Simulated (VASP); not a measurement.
Output of a VASP run:

**OSZICAR**
```
       N       E                     dE             d eps       ncg     rms          rms(c)
DAV:   1     0.270659315838E+03    0.27066E+03   -0.14032E+04  1936   0.146E+03
DAV:   2     0.808065212488E+01   -0.26258E+03   -0.25905E+03  2002   0.368E+02
DAV:   3    -0.166907791914E+02   -0.24771E+02   -0.24410E+02  2434   0.135E+02
DAV:   4    -0.175628764712E+02   -0.87210E+00   -0.87087E+00  2244   0.298E+01
DAV:   5    -0.176105397091E+02   -0.47663E-01   -0.47659E-01  3086   0.579E+00    0.652E+00
DAV:   6    -0.172056436921E+02    0.40490E+00   -0.76115E-01  2672   0.128E+01    0.364E+00
DAV:   7    -0.171394939301E+02    0.66150E-01   -0.34596E-01  2988   0.526E+00    0.780E-01
DAV:   8    -0.171334427194E+02    0.60512E-02   -0.40603E-02  2642   0.252E+00    0.467E-01
DAV:   9    -0.171334707098E+02   -0.27990E-04   -0.31955E-03  2314   0.399E-01    0.300E-01
DAV:  10    -0.171334010529E+02    0.69657E-04   -0.75916E-04  2760   0.276E-01    0.876E-02
DAV:  11    -0.171334019788E+02   -0.92595E-06   -0.15721E-04  2592   0.146E-01    0.285E-02
DAV:  12    -0.171334015756E+02    0.40320E-06   -0.22505E-05  2920   0.404E-02    0.881E-03
DAV:  13    -0.171334019268E+02   -0.35121E-06   -0.40782E-06  2478   0.175E-02    0.223E-03
DAV:  14    -0.171334020242E+02   -0.97391E-07   -0.36859E-07  2930   0.635E-03    0.202E-03
DAV:  15    -0.171334020216E+02    0.25948E-08   -0.34355E-08  1890   0.163E-03
   1 F= -.17133402E+02 E0= -.17133311E+02  d E =-.171334E+02
       N       E                     dE             d eps       ncg     rms          rms(c)
DAV:   1    -0.171334047450E+02   -0.27208E-05   -0.19037E-03  2314   0.222E-01    0.105E-02
DAV:   2    -0.171334086214E+02   -0.38764E-05   -0.40299E-05  2966   0.494E-02    0.249E-03
DAV:   3    -0.171334086384E+02   -0.16967E-07   -0.56172E-07  2980   0.664E-03    0.261E-03
DAV:   4    -0.171334086253E+02    0.13154E-07   -0.32231E-08  2082   0.182E-03    0.105E-03
DAV:   5    -0.171334086218E+02    0.35043E-08   -0.16461E-08  1614   0.128E-03
   2 F= -.17133409E+02 E0= -.17133318E+02  d E =-.660012E-05
       N       E                     dE             d eps       ncg     rms          rms(c)
DAV:   1    -0.171334088240E+02   -0.19875E-06   -0.73616E-04  2338   0.149E-01    0.614E-03
DAV:   2    -0.171334101933E+02   -0.13693E-05   -0.14336E-05  2962   0.322E-02    0.147E-03
DAV:   3    -0.171334101990E+02   -0.56689E-08   -0.22126E-07  3078   0.468E-03    0.156E-03
DAV:   4    -0.171334101925E+02    0.64647E-08   -0.91775E-09  1532   0.119E-03
   3 F= -.17133410E+02 E0= -.17133319E+02  d E =-.157079E-05
       N       E                     dE             d eps       ncg     rms          rms(c)
DAV:   1    -0.171334102876E+02   -0.88620E-07   -0.10774E-04  2242   0.602E-02    0.256E-03
DAV:   2    -0.171334104966E+02   -0.20900E-06   -0.22543E-06  3034   0.132E-02    0.565E-04
DAV:   3    -0.171334104963E+02    0.33924E-09   -0.26650E-08  1826   0.199E-03
   4 F= -.17133410E+02 E0= -.17133320E+02  d E =-.303747E-06
```

### OUTCAR
```
------------------------ aborting loop because EDIFF is reached ----------------------------------------
  FORCE on cell =-STRESS in cart. coord.  units (eV):
  Direction    XX          YY          ZZ          XY          YZ          ZX
  --------------------------------------------------------------------------------------
  Total        0.0065950      0.0065950      0.0251827      0.0000000     -0.0000000     -0.0000000
  in kB        0.0867236      0.0867236      0.3311496      0.0000000     -0.0000000     -0.0000000
  external PRESSURE =       0.1681989 kB  Pullay stress =       0.0000000 kB
  volume of cell :      121.84
      direct lattice vectors                 reciprocal lattice vectors
     2.207926838  1.274747293  7.214857099     0.226456779  0.130744868  0.046200961
    -2.207926838  1.274747293  7.214857099    -0.226456779  0.130744868  0.046200961
     0.000000000 -2.549494587  7.214857099     0.000000000 -0.261489736  0.046200961
 POSITION                                       TOTAL-FORCE (eV/Angst)
 -----------------------------------------------------------------------------------
      0.00000     -0.00000     21.53805        -0.000000      0.000000     -0.000050
      0.00000     -0.00000     10.92466         0.000000     -0.000000      0.000494
      0.00000     -0.00000      8.13141         0.000000     -0.000000      0.000330
      0.00000     -0.00000     18.92815         0.000000      0.000000     -0.000774
 -----------------------------------------------------------------------------------
    total drift:                               -0.000000      0.000010      0.000037
  FREE ENERGIE OF THE ION-ELECTRON SYSTEM (eV)
  ---------------------------------------------------
  free  energy   TOTEN  =       -17.1334104963 eV

  energy  without entropy=      -17.1331387031  energy(sigma->0) =      -17.13331990

 reached required accuracy - stopping structural energy minimisation
```
(Selected blocks of OUTCAR.)

File POSCAR:
```
In2SbAs
1
    2.2079268377     1.2747472934     7.2148570989
   -2.2079268377     1.2747472934     7.2148570989
    0.0000000000    -2.5494945869     7.2148570989
In Sb As
2 1 1
Direct
  0.9951248643   0.9951248643   0.9951248643
  0.5047129860   0.5047129860   0.5047129860
  0.3756561180   0.3756561180   0.3756561180
  0.8744920316   0.8744920316   0.8744920316
```

Reconstruct the remaining input files.

One answer among several that fit: the input of the run itself, LDA (Ceperley-Alder, Perdew-Zunger), plane waves, VASP's LDA PAW potentials (set 64).

### KPOINTS
```
Automatic mesh
0
Gamma
7 7 7
0 0 0
```

**INCAR**
```
SYSTEM = In2SbAs
PREC = Accurate
ENCUT = 400
EDIFF = 1E-8
NELM = 100
ALGO = Normal
LREAL = .FALSE.
LASPH = .TRUE.
ISMEAR = 1
SIGMA = 0.1
LMAXMIX = 4
LWAVE = .FALSE.
LCHARG = .FALSE.
IBRION = 1
ISIF = 2
NSW = 30
EDIFFG = -0.001
```

POTCAR, in this order: In_d Sb As (LDA.64 set). Program: vasp_std.

The structure comes from a computed database's In2SbAs entry (R3m); how it stands against other phases isn't given here. This run relaxes the ions in a fixed cell. Symmetry was kept, so distortions that lower it aren't found. The start is the result of an earlier pass.
